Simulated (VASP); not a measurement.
# In2WSe3 (P-6m2) in VASP: further runs

One crystal, In2WSe3, is run at these levels: PBE, r2SCAN; tasks: relaxation of cell and atoms, single point.

Everything below comes from runs of VASP 6.6.1. Logs are shortened: lines on timing, memory, paths and dates and some standing lists are left out, and cuts for length are marked.

## Step 1: The structure

It takes space group P-6m2 (No. 187, hexagonal). Conventional cell: a = 3.476 Å, b = 3.476 Å, c = 14.929 Å, α = 90.00°, β = 90.00°, γ = 120.00°. In (site symmetry 3m) is surrounded by 3 Se at 2.90 Å. Around W (site symmetry -6m2) lie 6 Se at 2.59 Å. Se (site symmetry 3m) is surrounded by 3 W at 2.59 Å. Se (site symmetry -6m2) is surrounded by 6 In at 2.90 Å.

The cell was built by a generator and needn't be a form met in nature.

## Step 2: Relaxation of cell and atoms, PBE

Input file INCAR:

```
SYSTEM = In2WSe3
PREC     = Accurate       ! precision mode
ENCUT    = 520            ! plane-wave cutoff, eV
EDIFF    = 1E-6           ! SCF threshold, eV
ISMEAR   = 0              ! smearing method
SIGMA    = 0.1            ! smearing width, eV
LREAL    = .FALSE.        ! projectors in reciprocal space
LASPH    = .TRUE.         ! aspherical terms in the spheres
NELM     = 120            ! most SCF steps
ALGO     = Normal         ! electronic algorithm
ISIF     = 3              ! what is computed and relaxed
LWAVE    = .FALSE.        ! write WAVECAR
LCHARG   = .FALSE.        ! write CHGCAR
GGA      = PE             ! functional
IBRION   = 2              ! ionic algorithm
NSW      = 90             ! ionic steps
EDIFFG   = -0.01          ! ionic threshold
KPAR     = 4
```

Input file KPOINTS:

```
regular mesh
0
G
  10 10 2
  0 0 0
```

Input file POSCAR:

```
In2WSe3
1.0
    3.4758682300      0.0000000000      0.0000000000
   -1.7379341200      3.0101901900      0.0000000000
    0.0000000000      0.0000000000     14.9290000000
In W Se
2 1 3
Direct
    0.6666666700      0.3333333300      0.6398955100
    0.6666666700      0.3333333300      0.3601044900
    0.0000000000      0.0000000000      0.0000000000
    0.3333333300      0.6666666700      0.8908165300
    0.3333333300      0.6666666700      0.1091834700
    0.0000000000      0.0000000000      0.5000000000
```

Potentials or basis: VASP PAW PBE potentials, release 64 (In_d, W_sv, Se).

Started as:

```bash
$ cat potpaw_PBE.64/In_d/POTCAR potpaw_PBE.64/W_sv/POTCAR potpaw_PBE.64/Se/POTCAR > POTCAR
$ mpirun -np 4 vasp_std > vasp.out
```

OUTCAR:

```text
SYSTEM = In2WSe3
   PREC = Accurate
   ENCUT = 520
   EDIFF = 1E-6
   ISMEAR = 0
   LREAL = .FALSE.
   LASPH = .TRUE.
   NELM = 120
   ISIF = 3
   GGA = PE
   IBRION = 2
   NSW = 90
   EDIFFG = -0.01

 ion  position               nearest neighbor table
   1  0.667  0.333  0.640-   6 2.90   6 2.90   6 2.90
   2  0.667  0.333  0.360-   6 2.90   6 2.90   6 2.90
   3  0.000  0.000  0.000-   4 2.59   5 2.59   4 2.59   5 2.59   4 2.59   5 2.59
   4  0.333  0.667  0.891-   3 2.59   3 2.59   3 2.59
   5  0.333  0.667  0.109-   3 2.59   3 2.59   3 2.59
   6  0.000  0.000  0.500-   1 2.90   2 2.90   1 2.90   2 2.90   1 2.90   2 2.90

  LATTYP: Found a hexagonal cell.
 ALAT       =     3.4758682300
 C/A-ratio  =     4.2950419901

  Lattice vectors:

 A1 = (   3.4758682300,   0.0000000000,   0.0000000000)
 A2 = (  -1.7379341200,   3.0101901900,   0.0000000000)
 A3 = (   0.0000000000,   0.0000000000,  14.9290000000)

Analysis of symmetry for initial positions (statically):
=====================================================================
 Subroutine PRICEL returns:
 Original cell was already a primitive cell.

 Routine SETGRP: Setting up the symmetry group for a
 hexagonal supercell.

 Subroutine GETGRP returns: Found 12 space group operations
 (whereof 12 operations were pure point group operations)
 out of a pool of 24 trial point group operations.

The static configuration has the point symmetry D_3h.

Analysis of symmetry for dynamics (positions and initial velocities):
=====================================================================
 Subroutine PRICEL returns:
 Original cell was already a primitive cell.

 Routine SETGRP: Setting up the symmetry group for a
 hexagonal supercell.

 Subroutine GETGRP returns: Found 12 space group operations
 (whereof 12 operations were pure point group operations)
 out of a pool of 24 trial point group operations.

The dynamic configuration has the point symmetry D_3h.

 Subroutine INISYM returns: Found 12 space group operations
 (whereof 12 operations are pure point group operations),
 and found     1 'primitive' translations

----------------------------------------------------------------------------------------

                                     Primitive cell

  volume of cell :     156.2025

  direct lattice vectors                    reciprocal lattice vectors
     3.475868230  0.000000000  0.000000000     0.287697903  0.166102462  0.000000000
    -1.737934120  3.010190190  0.000000000     0.000000000  0.332204923  0.000000000
     0.000000000  0.000000000 14.929000000     0.000000000  0.000000000  0.066983723

  length of vectors
     3.475868230  3.475868235 14.929000000     0.332204923  0.332204923  0.066983723

  position of ions in fractional coordinates (direct lattice)
     0.666666670  0.333333330  0.639895510
     0.666666670  0.333333330  0.360104490
     0.000000000  0.000000000  0.000000000
     0.333333330  0.666666670  0.890816530
     0.333333330  0.666666670  0.109183470
     0.000000000  0.000000000  0.500000000

  ion indices of the primitive-cell ions
   primitive index   ion index
                 1           1
                 2           2
                 3           3
                 4           4
                 5           5
                 6           6

----------------------------------------------------------------------------------------

 KPOINTS: regular mesh

Automatic generation of k-mesh.
 Grid dimensions read from file:
 generate k-points for:   10   10    2

 Generating k-lattice:

  Cartesian coordinates                     Fractional coordinates (reciprocal lattice)
     0.028769790  0.016610246  0.000000000     0.100000000 -0.000000000  0.000000000
     0.000000000  0.033220492  0.000000000     0.000000000  0.100000000  0.000000000
     0.000000000  0.000000000  0.033491861     0.000000000  0.000000000  0.500000000

  Length of vectors
     0.033220492  0.033220492  0.033491861

  Shift w.r.t. Gamma in fractional coordinates (k-lattice)
     0.000000000  0.000000000  0.000000000

 Subroutine IBZKPT returns following result:
 ===========================================

 Found     28 irreducible k-points:

 Following reciprocal coordinates:
            Coordinates               Weight
  0.000000  0.000000  0.000000      1.000000
  0.100000  0.000000  0.000000      6.000000
  0.200000  0.000000  0.000000      6.000000
  0.300000  0.000000  0.000000      6.000000
  0.400000  0.000000  0.000000      6.000000
  0.500000  0.000000  0.000000      3.000000
[... 16 lines left out ...]
  0.300000  0.100000  0.500000     12.000000
  0.400000  0.100000  0.500000     12.000000
 [... further k-points ...]
   k-points           NKPTS =     28   k-points in BZ     NKDIM =     28   number of bands    NBANDS=     34
   number of dos      NEDOS =    301   number of ions     NIONS =      6
   total plane-waves  NPLWV =  87808
   dimension x,y,z NGX =    28 NGY =   28 NGZ =  112
   dimension x,y,z NGXF=    56 NGYF=   56 NGZF=  224
   ions per type =               2   1   3
   NGX,Y,Z   is equivalent  to a cutoff of  13.39, 13.39, 12.47 a.u.
   NGXF,Y,Z  is equivalent  to a cutoff of  26.78, 26.78, 24.94 a.u.
 SYSTEM =  In2WSe3
   PREC   = accura    normal or accurate (medium, high low for compatibility)
   ISTART =      0    job   : 0-new  1-cont  2-samecut
   ICHARG =      2    charge: 1-file 2-atom 10-const
   ISPIN  =      1    spin polarized calculation?
   LNONCOLLINEAR =      F non collinear calculations
   LSORBIT =      F    spin-orbit coupling
   LASPH  =      T    aspherical Exc in radial PAW
   ENCUT  =  520.0 eV  38.22 Ry    6.18 a.u.   6.46  6.46 27.76*2*pi/ulx,y,z
   NELM   =    120;   NELMIN=  2; NELMDL= -5     # of ELM steps
   EDIFF  = 0.1E-05   stopping-criterion for ELM
   LREAL  =      F    real-space projection
   EDIFFG = -.1E-01   stopping-criterion for IOM
   NSW    =     90    number of steps for IOM
   IBRION =      2    ionic relax: 0-MD 1-quasi-New 2-CG
   NFREE  =      1    steps in history (QN), initial steepest desc. (CG)
   ISIF   =      3    stress and relaxation
   ISYM   =      2    0-nonsym 1-usesym 2-fastsym
   POTIM  = 0.5000    time-step for ionic-motion
   TEBEG  =    0.0;   TEEND  =   0.0 temperature during run
   PSTRESS=    0.0 pullay stress
   NELECT =      58.0000    total number of electrons
   NUPDOWN=      -1.0000    fix difference up-down
   EMIN   =  10.00;   EMAX   =-10.00  energy-range for DOS
   EFERMI =   0.00;   METHOD = LEGACY
   ISMEAR =     0;   SIGMA  =   0.10  broadening in eV -4-tet -1-fermi 0-gaus
   EFERMI_NEDOS =   21; number of points for ismear=-14 and -15
   IALGO  =     38    algorithm
   IMIX   =      4    mixing-type and parameters
     AMIX     =   0.40;   BMIX     =  1.00
     AMIX_MAG =   1.60;   BMIX_MAG =  1.00
  volume/ion in A,a.u.               =      26.03       175.68
  Fermi-wavevector in a.u.,A,eV,Ry     =   1.176670  2.223585 18.837992  1.384553
  Thomas-Fermi vector in A             =   2.313030
   LORBIT       =      0    0 simple, 1 ext, 2 COOP (PROOUT), +10 PAW based schemes
   GGA     = PE    functional components
   LHFCALC =     F    Hartree Fock is set to
   AEXX    =    0.0000 exact exchange contribution
   IVDW    =     0    specifies the selected vdW correction
   LEPSILON=     F    determine dielectric tensor
   LRPA    =     F    only Hartree local field effects (RPA)
 conjugate gradient relaxation of ions
 non-spin polarized calculation
 Gauss-broadening in eV      SIGMA  =   0.10
  energy-cutoff  :      520.00
  volume of cell :      156.20
 maximum number of plane-waves:      4243
 NGX is ok and might be reduce to    28
   NGX = 13   NGY = 13   NGZ = 55

--------------------------------------- Ionic step        1  -------------------------------------------

 number of electron      57.9999993 magnetization

 Free energy of the ion-electron system (eV)
  ---------------------------------------------------
  ext. energy  EPLUGINS =         0.00000000
  ---------------------------------------------------
  free energy    TOTEN  =       -30.26037030 eV

  energy without entropy =      -30.25394321  energy(sigma->0) =      -30.25715676

------------------------ aborting loop because EDIFF is reached ----------------------------------------

  FORCE on cell =-STRESS in cart. coord.  units (eV):
  Direction    XX          YY          ZZ          XY          YZ          ZX
  --------------------------------------------------------------------------------------
  -------------------------------------------------------------------------------------
  Total       -0.1566492     -0.1566492     -0.1464955      0.0000000      0.0000000     -0.0000000
  in kB       -1.6067588     -1.6067588     -1.5026122      0.0000000      0.0000000     -0.0000000
  external PRESSURE =      -1.5720433 kB  Pullay stress =       0.0000000 kB
[... 101 lines left out ...]
  FREE ENERGIE OF THE ION-ELECTRON SYSTEM (eV)
  ---------------------------------------------------
  free  energy   TOTEN  =       -30.2608000040 eV

  energy  without entropy=      -30.2544205818  energy(sigma->0) =      -30.25761029

 E-fermi :   5.1192     XC(G=0):  -9.3894

 val. band max:        5.1121860581   @ k =   0.3000   0.3000   0.0000
 cond. band min:       5.1841268748   @ k =   0.1000   0.0000   0.5000
 fundamental gap:      0.0719408166
 Fermi energy:         5.1192028532

 k-point     1 :       0.0000    0.0000    0.0000
  band No.  band energies     occupation
      1     -70.1939      2.00000
      2     -34.3410      2.00000
      3     -34.3410      2.00000
      4     -34.3248      2.00000
      5     -10.3023      2.00000
      6      -9.5383      2.00000
[... 877 lines left out ...]
     33       6.3815      0.00000
     34       7.4420      0.00000

 [... further k-points ...]

[... ionic steps 4 to 16 ...]

--------------------------------------- Ionic step       17  -------------------------------------------

 number of electron      58.0000000 magnetization

------------------------ aborting loop because EDIFF is reached ----------------------------------------

  FORCE on cell =-STRESS in cart. coord.  units (eV):
  Direction    XX          YY          ZZ          XY          YZ          ZX
  --------------------------------------------------------------------------------------
  -------------------------------------------------------------------------------------
  Total       -0.0377048     -0.0377048     -0.0833031      0.0000000      0.0000000     -0.0000000
  in kB       -0.3750854     -0.3750854     -0.8286941      0.0000000      0.0000000     -0.0000000
  external PRESSURE =      -0.5262883 kB  Pullay stress =       0.0000000 kB
[... 65 lines left out ...]
  energy  without entropy=      -30.2595460933  energy(sigma->0) =      -30.26283272

--------------------------------------- Ionic step       19  -------------------------------------------

 number of electron      57.9999999 magnetization

 Free energy of the ion-electron system (eV)
  ---------------------------------------------------
  ext. energy  EPLUGINS =         0.00000000
  ---------------------------------------------------
  free energy    TOTEN  =       -30.26613599 eV

  energy without entropy =      -30.25954160  energy(sigma->0) =      -30.26283879

 E-fermi :   5.1141     XC(G=0):  -9.3868

 val. band max:        5.1080590290   @ k =   0.3000   0.3000   0.0000
 cond. band min:       5.1769733950   @ k =   0.1000   0.0000   0.5000
 fundamental gap:      0.0689143660
 Fermi energy:         5.1141471737

 k-point     1 :       0.0000    0.0000    0.0000
  band No.  band energies     occupation
      1     -70.2004      2.00000
      2     -34.3469      2.00000
      3     -34.3469      2.00000
      4     -34.3310      2.00000
      5     -10.3006      2.00000
      6      -9.5417      2.00000
[... 877 lines left out ...]
     33       6.3765      0.00000
     34       7.4336      0.00000

 [... further k-points ...]
[... 5 lines left out ...]
  --------------------------------------------------------------------------------------
  -------------------------------------------------------------------------------------
  Total       -0.0041229     -0.0041229     -0.0426838      0.0000000     -0.0000000     -0.0000000
  in kB       -0.0410393     -0.0410393     -0.4248765      0.0000000     -0.0000000     -0.0000000
  external PRESSURE =      -0.1689850 kB  Pullay stress =       0.0000000 kB
[... 21 lines left out ...]
  FREE ENERGIE OF THE ION-ELECTRON SYSTEM (eV)
  ---------------------------------------------------
  free  energy   TOTEN  =       -30.2661359865 eV

  energy  without entropy=      -30.2595415997  energy(sigma->0) =      -30.26283879

 reached required accuracy - stopping structural energy minimisation
```

Run time: 7.3 min. Hardware: 4 MPI ranks of Intel Xeon Platinum 8488C (Sapphire Rapids), shared host; peak memory 0.4 GiB.

What came out:

```yaml
Free_energy: -30.2661 eV
Relaxed_volume: 26.83 Å³/atom
Relaxed_cell: a = 3.473 Å, b = 3.473 Å, c = 15.410 Å, α = 90.00°, β = 90.00°, γ = 120.00°
Space_group_after_relaxing_to_0.05_Å: P-6m2 (No. 187)
Energy_gained_by_relaxing: 1.0 meV/atom
Ionic_steps: 19
Pressure_after_relaxing: 0.0 GPa
Largest_force_after_relaxing: 0.007 eV/Å
Band_gap_on_the_k_mesh: none (metal or under the smearing width)
```

Forces on the atoms (eV/Å):
```
In   0.000  0.000 -0.007
In   0.000  0.000  0.007
W    0.000  0.000  0.000
Se   0.000  0.000 -0.001
Se   0.000  0.000  0.001
Se   0.000  0.000  0.000
```

Step by step:
| step | energy change (eV) | largest force (eV/Å) | pressure (GPa) | volume (Å³) |
| --- | --- | --- | --- | --- |
| 1 | 0.0000 | 0.0703 | -0.16 | 156.20 |
| 2 | -0.0003 | 0.0430 | 0.22 | 155.63 |
| 3 | -0.0004 | 0.0461 | 0.09 | 155.83 |
| 4 | -0.0008 | 0.0372 | 0.09 | 155.93 |
| 5 | -0.0017 | 0.0311 | 0.11 | 156.21 |
| 6 | -0.0020 | 0.0886 | 0.16 | 156.77 |
| 7 | -0.0021 | 0.0687 | 0.12 | 156.58 |
| 8 | -0.0025 | 0.0699 | 0.09 | 156.92 |
| 9 | -0.0035 | 0.0741 | -0.05 | 157.93 |
| 10 | -0.0037 | 0.0800 | -0.32 | 159.97 |
| 11 | -0.0039 | 0.0776 | -0.22 | 159.14 |
| 12 | -0.0042 | 0.0503 | -0.15 | 159.27 |
| 13 | -0.0046 | 0.0259 | 0.02 | 159.62 |
| 14 | -0.0048 | 0.0257 | 0.01 | 159.75 |
| 15 | -0.0053 | 0.0236 | 0.04 | 160.12 |
| 16 | -0.0057 | 0.0219 | 0.05 | 160.87 |
| 17 | -0.0057 | 0.0142 | -0.05 | 161.06 |
| 18 | -0.0057 | 0.0121 | -0.01 | 160.97 |
| 19 | -0.0058 | 0.0071 | -0.02 | 160.96 |

Final structure:
```
In W Se
1.0
     3.47285    0.00000    0.00000
    -1.73643    3.00758    0.00000
     0.00000    0.00000   15.41019
In W Se
2 1 3
Cartesian
  1.7364 1.0025 9.7853
  1.7364 1.0025 5.6249
  0.0000 0.0000 0.0000
  0.0000 2.0051 13.7822
  0.0000 2.0051 1.6280
  3.4729 0.0000 7.7051
```

Caveat: this functional lacks dispersion, which binds the layers, so the pressure and a relaxed spacing across them are unreliable. The run has no spin-orbit coupling, so splittings on W are missing.

## Step 3: Relaxation of cell and atoms, PBE

This run uses another cell than the first one, of 26.83 Å³/atom, 1.030 times its volume.

Changes to INCAR since step 2:

```diff
@@ -3,3 +3,3 @@
 ENCUT    = 520            ! plane-wave cutoff, eV
-EDIFF    = 1E-6           ! SCF threshold, eV
+EDIFF    = 1E-7           ! SCF threshold, eV
 ISMEAR   = 0              ! smearing method
@@ -15,4 +15,5 @@
 IBRION   = 2              ! ionic algorithm
-NSW      = 90             ! ionic steps
-EDIFFG   = -0.01          ! ionic threshold
+NSW      = 60             ! ionic steps
+EDIFFG   = -0.005         ! ionic threshold
+POTIM    = 0.3            ! step
 KPAR     = 4
```

KPOINTS is that of step 2.

Input file POSCAR:

```
In2WSe3                                 
1.0
    3.4728513114      0.0000000000     -0.0000000000
   -1.7364256607      3.0075774619      0.0000000000
   -0.0000000000     -0.0000000000     15.4101943133
  In              W               Se            
     2     1     3
Direct
     0.6666666699999979    0.3333333300000021    0.6349872768445373
     0.6666666699999979    0.3333333300000021    0.3650127231554628
     0.0000000000000000    0.0000000000000000    0.0000000000000000
     0.3333333300000021    0.6666666699999979    0.8943580862811943
     0.3333333300000021    0.6666666699999979    0.1056419137188055
     1.0000000000000000    0.0000000000000000    0.5000000000000000
```

Potentials or basis: VASP PAW PBE potentials, release 64 (In_d, W_sv, Se).

Started as:

```bash
$ cat potpaw_PBE.64/In_d/POTCAR potpaw_PBE.64/W_sv/POTCAR potpaw_PBE.64/Se/POTCAR > POTCAR
$ mpirun -np 4 vasp_std > vasp.out
```

Wall time 1.9 min (4 MPI ranks of Intel Xeon Platinum 8488C (Sapphire Rapids), shared host); peak memory 0.4 GiB.

Results (log left out):

| Quantity | Value |
| --- | --- |
| Free energy | -30.2672 eV |
| Relaxed volume | 26.82 Å³/atom |
| Relaxed cell | a = 3.473 Å, b = 3.473 Å, c = 15.407 Å, α = 90.00°, β = 90.00°, γ = 120.00° |
| Space group after relaxing (to 0.05 Å) | P-6m2 (No. 187) |
| Energy gained by relaxing | 0.0 meV/atom |
| Ionic steps | 4 |
| Pressure after relaxing | 0.0 GPa |
| Largest force after relaxing | 0.003 eV/Å |
| Band gap on the k mesh | none (metal or under the smearing width) |

Forces in eV/Å, atoms in the order of the input:
```
In   0.000  0.000 -0.002
In   0.000  0.000  0.002
W    0.000  0.000  0.000
Se   0.000  0.000 -0.003
Se   0.000  0.000  0.003
Se   0.000  0.000  0.000
```

Final structure:
```xyz
6
Lattice="3.4730 0.0000 0.0000 -1.7365 3.0077 0.0000 0.0000 0.0000 15.4070" Properties=species:S:1:pos:R:3 pbc="T T T"
In    1.7365    1.0026    9.7823
In    1.7365    1.0026    5.6247
W    -1.7365    3.0077    0.0000
Se    0.0000    2.0051   13.7792
Se    0.0000    2.0051    1.6278
Se   -1.7365    3.0077    7.7035
```

Levels at points of the mesh, in eV from the Fermi level:
```
           k point  band 27  band 28  band 29  band 30  band 31  band 32
(0.00, 0.00, 0.00)    -1.03     0.23     0.23     1.46     1.46     1.72
(0.50, 0.00, 0.00)    -1.95    -1.60    -1.19    -0.42     0.76     1.09
(0.00, 0.00, 0.50)    -0.84     0.23     0.23     1.46     1.46     1.72
(0.50, 0.00, 0.50)    -1.91    -1.59    -1.19    -0.41     0.76     1.05
```

Caveat: this functional lacks dispersion, which binds the layers, so the pressure and a relaxed spacing across them are unreliable.

(Continued in part 2 of 2.)
